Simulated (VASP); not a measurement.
```
CELL_PARAMETERS angstrom
      2.85867     0.00000     0.00000
      0.00000     2.85867     0.00000
      0.00000     0.00000     2.85867
ATOMIC_POSITIONS crystal
  Cr 0.00000 0.00000 0.00000
  Cr 0.50000 0.50000 0.50000
```
Starting moments (μB, in the order of the record's atoms Cr Cr): 0.9 -0.9.

The numbers are results of PBE GGA with D3 dispersion (Becke-Johnson damping), VASP's PBE PAW potentials (set 64) (plane waves; VASP), not measurements. Settings: 520 eV cut-off, 13×13×13 Γ-centred mesh, first-order Methfessel-Paxton smearing of 0.10 eV, potentials Cr_pv.

### Question
Give the stress tensor in GPa (positive for a compressed cell).

### Answer

```
-5.43   0.00   0.00
 0.00  -5.43   0.00
 0.00   0.00  -5.43
```
The pressure is its mean diagonal, -5.43 GPa.

The compound is Cr in the bcc, AFM order structure. This cell is one point of a volume scan, at 1.03 of the reference volume.
